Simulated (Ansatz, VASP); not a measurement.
# C (Graphite) in two plane-wave programs, part 2 of 2

One calculation is typed for both programs; each brings its own data sets. How far apart do they land? The structure shown comes from an earlier Ansatz run, which isn't shown and may have moved the atoms alone.

VASP 6.6.1 and Ansatz 0.2.0.

So far: Set-up; Ansatz: elastic constants, PBE with D3(BJ).

### 3. VASP: elastic constants, PBE with D3(BJ)

Level of this step: PBE with D3(BJ); plane waves and PAW (C) (VASP).

The same cell, functional, mesh and smearing now go to VASP, with its own data sets.

Lines of VASP's logs that name or quote its potential files are left out, and so is its time.

File INCAR:

```
SYSTEM = C
PREC = Accurate
ENCUT = 600
EDIFF = 1E-08
NELM = 120
ISMEAR = -1
SIGMA = 0.15
LREAL = .FALSE.
ALGO = Normal
GGA = PE
IVDW = 12
NBANDS = 14
LORBIT = 11
LWAVE = .FALSE.
LCHARG = .FALSE.
ISIF = 3
IBRION = 6
NFREE = 2
POTIM = 0.015
NSW = 1
LASPH = .TRUE.
GGA_COMPAT = .FALSE.
KPAR = 2
```

File POSCAR:

```
C
1.0
    2.4649524326      0.0000000000      0.0000000000
   -1.2324762163      2.1347114258      0.0000000000
    0.0000000000      0.0000000000      6.7375092379
C
4
Direct
    0.0000000000      0.0000000000      0.7500000000
    0.0000000000      0.0000000000      0.2500000000
    0.3333333333      0.6666666667      0.7500000000
    0.6666666667      0.3333333333      0.2500000000
```

File KPOINTS:

```
Automatic mesh
0
Gamma
24 24 8
0 0 0
```

Potentials, in the order of the species: C (PBE family, release 64).

On the command line:

```console
$ mpirun -np 2 vasp_std
```

Numbers of over 12 decimals in the logs are rounded to 6 here.

Output:

```text
[banner, memory and clock lines left out]
running    2 mpi-ranks, on    1 nodes
 distrk:  each k-point on    1 cores,    2 groups
 distr:  one band on    1 cores,    1 groups

 POSCAR found type information on POSCAR C
 POSCAR found :  1 types and       4 ions
 LDA part: xc-table for (Slater+PW92), standard interpolation
 POSCAR, INCAR and KPOINTS ok, starting setup
 FFT: planning ... GRIDC
 FFT: planning ... GRID_SOFT
 FFT: planning ... GRID
 WAVECAR not read
 entering main loop
       N       E                     dE             d eps       ncg     rms          rms(c)
DAV:   1     0.475548120216E+02    0.47555E+02   -0.88133E+03  8540   0.118E+03
DAV:   2    -0.355639365786E+02   -0.83119E+02   -0.75658E+02 11738   0.220E+02
DAV:   3    -0.391835718093E+02   -0.36196E+01   -0.35918E+01 11222   0.441E+01
DAV:   4    -0.392231819085E+02   -0.39610E-01   -0.39581E-01 10574   0.535E+00
DAV:   5    -0.392239676128E+02   -0.78570E-03   -0.78510E-03 11320   0.721E-01    0.890E+00
DAV:   6    -0.374221449359E+02    0.18018E+01   -0.14562E+00 10076   0.795E+00    0.518E+00
DAV:   7    -0.368513021548E+02    0.57084E+00   -0.17016E+00  9908   0.877E+00    0.147E+00
DAV:   8    -0.368599520826E+02   -0.86499E-02   -0.70624E-02  9980   0.171E+00    0.292E-01
DAV:   9    -0.368591393757E+02    0.81271E-03   -0.19590E-03 11156   0.328E-01    0.875E-02
DAV:  10    -0.368593340728E+02   -0.19470E-03   -0.42229E-04  9968   0.149E-01    0.530E-02
DAV:  11    -0.368593359608E+02   -0.18880E-05   -0.20147E-05 10920   0.344E-02    0.323E-03
DAV:  12    -0.368593365089E+02   -0.54810E-06   -0.10319E-06 10664   0.775E-03    0.367E-03
DAV:  13    -0.368593364407E+02    0.68171E-07   -0.24118E-07 10640   0.404E-03    0.255E-04
DAV:  14    -0.368593363848E+02    0.55879E-07   -0.11328E-08 10124   0.845E-04    0.432E-04
DAV:  15    -0.368593364014E+02   -0.16538E-07   -0.97014E-10  7156   0.249E-04    0.327E-05
DAV:  16    -0.368593364025E+02   -0.11307E-08   -0.11085E-10  6316   0.937E-05
   1 F= -.37481648E+02 E0= -.37479289E+02  d E =-.471923E-02
[... from here on, the cycles between the ionic steps are left out ...]
   2 F= -.37455585E+02 E0= -.37453125E+02  d E =-.491975E-02
   3 F= -.37452340E+02 E0= -.37450074E+02  d E =-.453186E-02
  12 F= -.37481567E+02 E0= -.37479207E+02  d E =-.472042E-02
  13 F= -.37481567E+02 E0= -.37479207E+02  d E =-.472042E-02
  14 F= -.37475572E+02 E0= -.37473207E+02  d E =-.472934E-02
  15 F= -.37475572E+02 E0= -.37473207E+02  d E =-.472934E-02
  16 F= -.37479766E+02 E0= -.37477406E+02  d E =-.472094E-02
  17 F= -.37479766E+02 E0= -.37477406E+02  d E =-.472094E-02
  18 F= -.37475572E+02 E0= -.37473208E+02  d E =-.472802E-02
  19 F= -.37475572E+02 E0= -.37473208E+02  d E =-.472802E-02
  20 F= -.37479755E+02 E0= -.37477394E+02  d E =-.472114E-02
 Finite differences progress:
  Degree of freedom:  10/ 10
  Displacement:        1/  2
  Total:              19/ 20
 bond charge predicted
       N       E                     dE             d eps       ncg     rms          rms(c)
DAV:   1    -0.368579569252E+02   -0.51898E-03   -0.16240E+00 12638   0.985E+00    0.264E-01
DAV:   2    -0.368576628359E+02    0.29409E-03   -0.10069E-02 14924   0.876E-01    0.154E-01
DAV:   3    -0.368574277547E+02    0.23508E-03   -0.80705E-04 15900   0.273E-01    0.354E-02
DAV:   4    -0.368574365543E+02   -0.87996E-05   -0.15729E-04 14732   0.971E-02    0.137E-02
DAV:   5    -0.368574377795E+02   -0.12252E-05   -0.32197E-06 16640   0.153E-02    0.284E-03
DAV:   6    -0.368574378983E+02   -0.11877E-06   -0.26462E-07 14338   0.445E-03    0.918E-04
DAV:   7    -0.368574379202E+02   -0.21954E-07   -0.38686E-08 16028   0.167E-03    0.198E-04
DAV:   8    -0.368574379238E+02   -0.35834E-08   -0.63384E-09 11248   0.627E-04
  21 F= -.37479755E+02 E0= -.37477394E+02  d E =-.472114E-02
 Finite differences progress:
  Degree of freedom:  10/ 10
  Displacement:        2/  2
  Total:              20/ 20
```

OUTCAR, selected parts (step 3):

```text
ion  position               nearest neighbor table
   1  0.000  0.000  0.750-   3 1.42   3 1.42   3 1.42
   2  0.000  0.000  0.250-   4 1.42   4 1.42   4 1.42
   3  0.333  0.667  0.750-   1 1.42   1 1.42   1 1.42
   4  0.667  0.333  0.250-   2 1.42   2 1.42   2 1.42

  LATTYP: Found a hexagonal cell.
 ALAT       =     2.4649524326
 C/A-ratio  =     2.7333222130

 Subroutine GETGRP returns: Found 24 space group operations
 (whereof 12 operations were pure point group operations)

The static configuration has the point symmetry D_3d.
 The point group associated with its full space group is D_6h.

 Found    305 irreducible k-points:

   k-points           NKPTS =    305   k-points in BZ     NKDIM =    305   number of bands    NBANDS=     14

   dimension x,y,z NGX =    20 NGY =   20 NGZ =   54
   dimension x,y,z NGXF=    40 NGYF=   40 NGZF=  108

   ENCUT  =  600.0 eV  44.10 Ry    6.64 a.u.   4.92  4.92 13.46*2*pi/ulx,y,z

   NELECT =      16.0000    total number of electrons

 k-points in reciprocal lattice and weights: Automatic mesh
   0.00000000  0.00000000  0.00000000       0.000
   0.04166667  0.00000000  0.00000000       0.001
   0.08333333  0.00000000  0.00000000       0.001
   0.12500000  0.00000000  0.00000000       0.001
   0.16666667  0.00000000  0.00000000       0.001
   0.20833333  0.00000000  0.00000000       0.001
   0.25000000  0.00000000  0.00000000       0.001
   0.29166667  0.00000000  0.00000000       0.001
   0.33333333  0.00000000  0.00000000       0.001
[...]
13      13.2556      0.00000
    ...

 Edisp (eV)   -0.62232

  Total       0.04390     0.04390    -0.07148     0.00000     0.00000     0.00000
  in kB       1.98415     1.98415    -3.23037     0.00000     0.00000     0.00000
  external pressure =        0.25 kB  Pullay stress =        0.00 kB

  energy-cutoff  :      600.00
  volume of cell :       35.45
      direct lattice vectors                 reciprocal lattice vectors
     2.464952433  0.000000000  0.000000000     0.405687342  0.234223696  0.000000000
    -1.232476216  2.134711426  0.000000000     0.000000000  0.468447392  0.000000000
     0.000000000  0.000000000  6.737509238     0.000000000  0.000000000  0.148422802

 POSITION                                       TOTAL-FORCE (eV/Angst)
 -----------------------------------------------------------------------------------
      0.00000      0.00000      5.05313         0.000000      0.000000     -0.246614
      0.00000      0.00000      1.68438         0.000000     -0.000000     -0.003752
     -0.00000      1.42314      5.03813         0.000000     -0.000000      0.252499
      1.23248      0.71157      1.68438        -0.000000      0.000000     -0.002132
 -----------------------------------------------------------------------------------
    total drift:                               -0.000000     -0.000000     -0.000089

  FREE ENERGIE OF THE ION-ELECTRON SYSTEM (eV)
  ---------------------------------------------------
  free  energy   TOTEN  =       -37.4797546670 eV

  energy  without entropy=      -37.4750335243  energy(sigma->0) =      -37.47739410

  SYMMETRIZED ELASTIC MODULI (kBar)
 Direction    XX          YY          ZZ          XY          YZ          ZX
 --------------------------------------------------------------------------------
 XX       11118.2762   1955.8081    -41.0449      0.0000     -0.0000     -0.0000
 YY        1955.8081  11118.2762    -41.0449     -0.0000      0.0000     -0.0000
 ZZ         -41.0449    -41.0449    321.3234      0.0000      0.0000      0.0000
 XY          -0.0000     -0.0000      0.0000   4581.2341     -0.0000     -0.0000
 YZ           0.0000      0.0000      0.0000      0.0000     30.4358      0.0000
 ZX           0.0000      0.0000      0.0000     -0.0000      0.0000     30.4360
 --------------------------------------------------------------------------------

 Eigenvectors and eigenvalues of the dynamical matrix
 ----------------------------------------------------

   1 f  =   46.962574 THz   295.074552 2PiTHz 1566.502834 cm-1   194.221511 meV
             X         Y         Z           dx          dy          dz
      0.000000  0.000000  5.053132     0.000001   -0.500009    0.000000
      0.000000  0.000000  1.684377     0.000001   -0.500009    0.000000
     -0.000000  1.423141  5.053132    -0.000001    0.499991    0.000000
      1.232476  0.711570  1.684377    -0.000001    0.499991    0.000000

   2 f  =   46.962574 THz   295.074552 2PiTHz 1566.502834 cm-1   194.221511 meV
             X         Y         Z           dx          dy          dz
      0.000000  0.000000  5.053132     0.500009    0.000001   -0.000000
      0.000000  0.000000  1.684377     0.500009    0.000001    0.000000
     -0.000000  1.423141  5.053132    -0.499991   -0.000001    0.000000
      1.232476  0.711570  1.684377    -0.499991   -0.000001    0.000000

   3 f  =   46.789676 THz   293.988204 2PiTHz 1560.735590 cm-1   193.506464 meV
             X         Y         Z           dx          dy          dz
      0.000000  0.000000  5.053132    -0.000001    0.499982   -0.000000
      0.000000  0.000000  1.684377     0.000001   -0.499982    0.000000
     -0.000000  1.423141  5.053132     0.000001   -0.500018    0.000000
      1.232476  0.711570  1.684377    -0.000001    0.500018   -0.000000

   4 f  =   46.789676 THz   293.988204 2PiTHz 1560.735590 cm-1   193.506464 meV
             X         Y         Z           dx          dy          dz
      0.000000  0.000000  5.053132    -0.499982   -0.000001   -0.000000
      0.000000  0.000000  1.684377     0.499982    0.000001   -0.000000
     -0.000000  1.423141  5.053132     0.500018    0.000001   -0.000000
      1.232476  0.711570  1.684377    -0.500018   -0.000001   -0.000000

   5 f  =   26.063735 THz   163.763277 2PiTHz  869.392619 cm-1   107.790898 meV
             X         Y         Z           dx          dy          dz
      0.000000  0.000000  5.053132     0.000000    0.000000   -0.500021
      0.000000  0.000000  1.684377    -0.000000   -0.000000   -0.500021
     -0.000000  1.423141  5.053132    -0.000000   -0.000000    0.499979
      1.232476  0.711570  1.684377    -0.000000   -0.000000    0.499979

   6 f  =   25.937690 THz   162.971315 2PiTHz  865.188224 cm-1   107.269620 meV
             X         Y         Z           dx          dy          dz
      0.000000  0.000000  5.053132     0.000000   -0.000000   -0.498397
      0.000000  0.000000  1.684377    -0.000000    0.000000    0.498397
     -0.000000  1.423141  5.053132    -0.000000    0.000000    0.501598
      1.232476  0.711570  1.684377    -0.000000    0.000000   -0.501598

   7 f  =    3.717283 THz    23.356379 2PiTHz  123.995219 cm-1    15.373441 meV
             X         Y         Z           dx          dy          dz
      0.000000  0.000000  5.053132     0.000000   -0.000000   -0.501598
      0.000000  0.000000  1.684377    -0.000000    0.000000    0.501598
     -0.000000  1.423141  5.053132     0.000000   -0.000000   -0.498397
      1.232476  0.711570  1.684377    -0.000000    0.000000    0.498397

   8 f  =    1.190901 THz     7.482652 2PiTHz   39.724181 cm-1     4.925169 meV
             X         Y         Z           dx          dy          dz
      0.000000  0.000000  5.053132    -0.000780   -0.500017    0.000000
      0.000000  0.000000  1.684377     0.000780    0.500017    0.000000
     -0.000000  1.423141  5.053132    -0.000780   -0.499982    0.000000
      1.232476  0.711570  1.684377     0.000780    0.499982    0.000000

   9 f  =    1.190901 THz     7.482652 2PiTHz   39.724181 cm-1     4.925169 meV
             X         Y         Z           dx          dy          dz
      0.000000  0.000000  5.053132    -0.500017    0.000780    0.000000
      0.000000  0.000000  1.684377     0.500017   -0.000780    0.000000
     -0.000000  1.423141  5.053132    -0.499982    0.000780    0.000000
      1.232476  0.711570  1.684377     0.499982   -0.000780    0.000000

  10 f/i=    0.000876 THz     0.005501 2PiTHz    0.029206 cm-1     0.003621 meV
             X         Y         Z           dx          dy          dz
      0.000000  0.000000  5.053132     0.473127    0.161685    0.000000
      0.000000  0.000000  1.684377     0.473127    0.161685    0.000000
     -0.000000  1.423141  5.053132     0.473144    0.161691    0.000000
      1.232476  0.711570  1.684377     0.473144    0.161691    0.000000

  11 f/i=    0.000876 THz     0.005501 2PiTHz    0.029206 cm-1     0.003621 meV
             X         Y         Z           dx          dy          dz
      0.000000  0.000000  5.053132     0.161685   -0.473127    0.000000
      0.000000  0.000000  1.684377     0.161685   -0.473127    0.000000
     -0.000000  1.423141  5.053132     0.161691   -0.473144    0.000000
      1.232476  0.711570  1.684377     0.161691   -0.473144    0.000000

  12 f/i=    0.001114 THz     0.007000 2PiTHz    0.037164 cm-1     0.004608 meV
             X         Y         Z           dx          dy          dz
      0.000000  0.000000  5.053132    -0.000000   -0.000000    0.499979
      0.000000  0.000000  1.684377    -0.000000   -0.000000    0.499979
     -0.000000  1.423141  5.053132    -0.000000   -0.000000    0.500021
      1.232476  0.711570  1.684377    -0.000000   -0.000000    0.500021

 ELASTIC MODULI CONTR FROM IONIC RELAXATION (kBar)
 Direction    XX          YY          ZZ          XY          YZ          ZX
 --------------------------------------------------------------------------------
 XX        -226.5462    226.5462      0.0000      0.0000     -0.0000      0.0000
 YY         226.5462   -226.5462     -0.0000     -0.0000      0.0000      0.0000
 ZZ           0.0000     -0.0000     -0.0000     -0.0000      0.0000      0.0000
 XY           0.0000     -0.0000     -0.0000   -226.5462      0.0000      0.0000
 YZ          -0.0000      0.0000      0.0000      0.0000     -0.0000      0.0000
 ZX           0.0000      0.0000      0.0000      0.0000      0.0000      0.0000
 --------------------------------------------------------------------------------

 TOTAL ELASTIC MODULI (kBar)
 Direction    XX          YY          ZZ          XY          YZ          ZX
 --------------------------------------------------------------------------------
 XX       10891.7300   2182.3543    -41.0449      0.0000     -0.0000     -0.0000
 YY        2182.3543  10891.7300    -41.0449     -0.0000      0.0000     -0.0000
 ZZ         -41.0449    -41.0449    321.3234     -0.0000      0.0000      0.0000
 XY           0.0000     -0.0000      0.0000   4354.6878     -0.0000     -0.0000
 YZ           0.0000      0.0000      0.0000      0.0000     30.4358      0.0000
 ZX           0.0000      0.0000      0.0000     -0.0000      0.0000     30.4360
 --------------------------------------------------------------------------------

 total charge
# of ion       s       p       d       tot
------------------------------------------
    1        0.862   1.787   0.000   2.649
    2        0.862   1.787   0.000   2.649
    3        0.861   1.791   0.000   2.652
    4        0.861   1.791   0.000   2.652
--------------------------------------------------
tot          3.447   7.156   0.000  10.603
```

CONTCAR:

```
C
   1.00000000000000
     2.4649524326000001    0.0000000000000000    0.0000000000000000
    -1.2324762163000000    2.1347114258000000    0.0000000000000000
     0.0000000000000000    0.0000000000000000    6.7375092379000003
  C
     4
Direct
     0.0000000000000000    0.0000000000000000    0.7500000000000000
     0.0000000000000000    0.0000000000000000    0.2500000000000000
     0.3333333332999970    0.6666666667000029    0.7477736579690871
     0.6666666667000030    0.3333333332999970    0.2500000000000000
```

Dispersion corrections of this kind ignore metallic screening and tend to overbind metals.

Levels, forces or a CONTCAR printed for this step are those of its last displaced cell, not of the structure at rest.

### 4. Side by side

Known differences besides the potentials themselves: the cutoff is 420 eV in Ansatz and 600 eV in VASP; VASP takes each elastic constant from one size of strain, Ansatz from those that its log lists. Total energies have different zeros and are not compared.

Compared:

| quantity | Ansatz | VASP | difference |
| --- | --- | --- | --- |
| C11 (GPa) | 1042.4 | 1089.2 | -4.30 % |
| C22 (GPa) | 1042.4 | 1089.2 | -4.30 % |
| C33 (GPa) | 31.8 | 32.1 | -0.88 % |
| C12 (GPa) | 184.5 | 218.2 | -15.45 % |
| C13 (GPa) | -7.1 | -4.1 | +73.36 % |
| C23 (GPa) | -7.1 | -4.1 | +73.36 % |
| C44 (GPa) | 3.5 | 3.0 | +15.48 % |
| C55 (GPa) | 3.5 | 3.0 | +15.48 % |
| C66 (GPa) | 428.9 | 435.5 | -1.50 % |

### 5. Outcome

```
difference in C13 (elastic constants, PBE with D3(BJ)) : 73 %
```

The difference in C13 is 73 % (elastic constants, PBE with D3(BJ)), beyond the 5 % picked in this series as the mark of a large difference. How closely two codes agree says nothing of how well the functional describes the real material.

[Lines on the potential files, build, host, timing and source positions are cut from VASP's logs without a mark.]

[Logs are printed without paths, hosts, clocks, repeated set-up lines and the standing remarks that a program may print on its own settings, such as how far it seeks lower states.]

[Hosts, paths, dates, database ids (printed as entryN), source tags and the programs' standing remarks are cut or masked in the printed files.]
